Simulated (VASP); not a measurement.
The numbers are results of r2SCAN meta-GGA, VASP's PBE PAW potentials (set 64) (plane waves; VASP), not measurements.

A VASP calculation is set up with these files.

POSCAR:
```
Ca
1
    3.4969372731     0.0000000000    -0.0000000000
   -0.0000000000     3.4969372731    -0.0000000000
    0.0000000000     0.0000000000     3.4969372731
Ca
1
Direct
  0.0000000000   0.0000000000   0.0000000000
```

INCAR:
```
# general
SYSTEM  = Ca
PREC    = Accurate
ENCUT   = 400
LREAL   = .False.
LASPH   = .True.

# electronic loop
EDIFF   = 1E-6
NELM    = 100
ALGO    = Normal
LMIXTAU = .True.

# smearing
ISMEAR  = 1
SIGMA   = 0.1

# functional
METAGGA = R2SCAN

# ions
IBRION  = 2
NSW     = 60
ISIF    = 3
EDIFFG  = -0.01

# output
LWAVE   = .False.
LCHARG  = .False.
```

**KPOINTS**
```
Automatic mesh
0
Gamma
9 9 9
0 0 0
```

POTCAR, in this order: Ca_sv (PBE.64 set). Program: vasp_std.

Output

**OSZICAR**
```
       N       E                     dE             d eps       ncg     rms          rms(c)
DAV:   1     0.515418757495E+02    0.51542E+02   -0.46400E+03   630   0.852E+02
DAV:   2    -0.743410264681E+01   -0.58976E+02   -0.58749E+02   652   0.224E+02
DAV:   3    -0.877307446224E+01   -0.13390E+01   -0.13319E+01   974   0.335E+01
DAV:   4    -0.881519519790E+01   -0.42121E-01   -0.42037E-01   887   0.487E+00
DAV:   5    -0.881636308397E+01   -0.11679E-02   -0.11676E-02  1014   0.442E-01    0.643E-01
DAV:   6    -0.671064871493E+01    0.21057E+01   -0.35887E+00   898   0.158E+01    0.247E+00
DAV:   7    -0.693139402716E+01   -0.22075E+00   -0.31463E-02   933   0.193E+00    0.276E+00
DAV:   8    -0.683582939197E+01    0.95565E-01   -0.87691E-02  1006   0.358E+00    0.137E+00
DAV:   9    -0.664064542494E+01    0.19518E+00   -0.37991E-01   693   0.488E+00    0.332E-01
DAV:  10    -0.663975690112E+01    0.88852E-03   -0.12599E-02   973   0.765E-01    0.250E-01
DAV:  11    -0.665078536980E+01   -0.11028E-01   -0.80336E-03   685   0.127E+00    0.128E+00
DAV:  12    -0.663335501804E+01    0.17430E-01   -0.27772E-02   684   0.230E+00    0.330E-01
DAV:  13    -0.663527653309E+01   -0.19215E-02   -0.91262E-03   807   0.106E+00    0.879E-01
DAV:  14    -0.663572763302E+01   -0.45110E-03   -0.23095E-04   997   0.114E-01    0.884E-01
DAV:  15    -0.662181027614E+01    0.13917E-01   -0.51511E-03   642   0.733E-01    0.466E-01
DAV:  16    -0.661972132608E+01    0.20890E-02   -0.59545E-04   914   0.214E-01    0.362E-01
DAV:  17    -0.662310226711E+01   -0.33809E-02   -0.78522E-03   637   0.121E+00    0.285E-01
DAV:  18    -0.662311924827E+01   -0.16981E-04   -0.10097E-04   983   0.953E-02    0.258E-01
DAV:  19    -0.662417762351E+01   -0.10584E-02   -0.39384E-04   653   0.226E-01    0.168E-01
DAV:  20    -0.662737733409E+01   -0.31997E-02   -0.22448E-03   844   0.584E-01    0.123E-01
DAV:  21    -0.662197855442E+01    0.53988E-02   -0.90152E-03   650   0.110E+00    0.728E-02
DAV:  22    -0.662352118988E+01   -0.15426E-02   -0.34352E-03   813   0.568E-01    0.123E-01
DAV:  23    -0.662344703892E+01    0.74151E-04   -0.12655E-04   824   0.107E-01    0.132E-01
DAV:  24    -0.662322631656E+01    0.22072E-03   -0.47154E-04   744   0.238E-01    0.128E-01
DAV:  25    -0.662320044498E+01    0.25872E-04   -0.63933E-04   847   0.282E-01    0.403E-02
DAV:  26    -0.662312041753E+01    0.80027E-04   -0.11103E-04   772   0.115E-01    0.928E-03
DAV:  27    -0.662314814702E+01   -0.27729E-04   -0.36043E-05   707   0.555E-02    0.106E-02
DAV:  28    -0.662313450773E+01    0.13639E-04   -0.53606E-05   700   0.665E-02    0.164E-02
DAV:  29    -0.662312582946E+01    0.86783E-05   -0.16239E-05   730   0.342E-02    0.733E-03
DAV:  30    -0.662312475350E+01    0.10760E-05   -0.21964E-06   747   0.173E-02    0.571E-03
DAV:  31    -0.662312376110E+01    0.99241E-06   -0.88101E-07   585   0.119E-02
   1 F= -.66231238E+01 E0= -.66232888E+01  d E =-.662312E+01
```

**OUTCAR**
```
------------------------ aborting loop because EDIFF is reached ----------------------------------------
  FORCE on cell =-STRESS in cart. coord.  units (eV):
  Direction    XX          YY          ZZ          XY          YZ          ZX
  --------------------------------------------------------------------------------------
  Total       -0.0002237     -0.0002237     -0.0002237      0.0000000      0.0000000      0.0000000
  in kB       -0.0083809     -0.0083809     -0.0083809      0.0000000      0.0000000      0.0000000
  external PRESSURE =      -0.0083809 kB  Pullay stress =       0.0000000 kB
  volume of cell :       42.76
      direct lattice vectors                 reciprocal lattice vectors
     3.496937273  0.000000000  0.000000000     0.285964523  0.000000000  0.000000000
     0.000000000  3.496937273  0.000000000     0.000000000  0.285964523  0.000000000
     0.000000000  0.000000000  3.496937273     0.000000000  0.000000000  0.285964523
 POSITION                                       TOTAL-FORCE (eV/Angst)
 -----------------------------------------------------------------------------------
      0.00000      0.00000      0.00000         0.000000      0.000000      0.000000
 -----------------------------------------------------------------------------------
    total drift:                                0.000000     -0.000000      0.000000
  FREE ENERGIE OF THE ION-ELECTRON SYSTEM (eV)
  ---------------------------------------------------
  free  energy   TOTEN  =        -6.6231237611 eV

  energy  without entropy=       -6.6236188202  energy(sigma->0) =       -6.62328878

 reached required accuracy - stopping structural energy minimisation
```
(Selected blocks of OUTCAR.)

The structure was generated: Ca was put into the simple-cubic type (Pm-3m), which need not be its known phase. It was relaxed first, which changed the volume by -12 %. The start is the result of an earlier pass.
